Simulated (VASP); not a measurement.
**From VASP inputs to Ansatz: Zn2C (antifluorite)**

INCAR

```
ENCUT = 600
NBANDS = 21
EDIFF = 1E-7
ISMEAR = -1
EDIFFG = -5E-3
LASPH = .TRUE.
NELM = 120
LWAVE = .FALSE.
NSW = 40
SIGMA = 0.02
LCHARG = .FALSE.
LREAL = .FALSE.
PREC = Accurate
IBRION = 2
ISIF = 3
GGA = PE
```

KPOINTS

```
KPOINTS created by Atomic Simulation Environment
0
Gamma
8 8 8
0 0 0
```

POSCAR

```
C  Zn
 1.0000000000000000
     0.0000000000000000    2.2804873752999999    2.2804873752999999
     2.2804873752999999    0.0000000000000000    2.2804873752999999
     2.2804873752999999    2.2804873752999999    0.0000000000000000
 C   Zn
   1   2
Cartesian
  0.0000000000000000  0.0000000000000000  0.0000000000000000
  1.1402436876499999  1.1402436876499999  1.1402436876499999
  3.4207310629499998  3.4207310629499998  3.4207310629499998
```

VASP ran with the recommended PBE PAW datasets (28 valence electrons in the cell).

Problem. Translate these files to an Ansatz input.

Solution. 

```yaml
crystal:
  lattice:
    - [0.0, 2.2804873753, 2.2804873753]
    - [2.2804873753, 0.0, 2.2804873753]
    - [2.2804873753, 2.2804873753, 0.0]
  atoms:
    - { symbol: C, position: [0.0, 0.0, 0.0] }
    - { symbol: Zn, position: [0.25, 0.25, 0.25] }
    - { symbol: Zn, position: [0.75, 0.75, 0.75] }
kpoints:
  mp_grid: { grid: [8, 8, 8] }
hamiltonian:
  xc: pbe
scf:
  occupations: { method: fermi_dirac, width: 0.02 }
relax:
  f_tol: 0.005
  cell: {}
```

Other inputs would serve too.

```csv
,VASP,Ansatz
relaxed cell vector lengths,"3.687, 3.687, 3.687 Å","3.683, 3.683, 3.683 Å"
relaxed cell volume,35.45 Å³,35.33 Å³
```

The two codes use different PAW datasets and cutoffs. VASP's cell holds 28 valence electrons and Ansatz's 28.
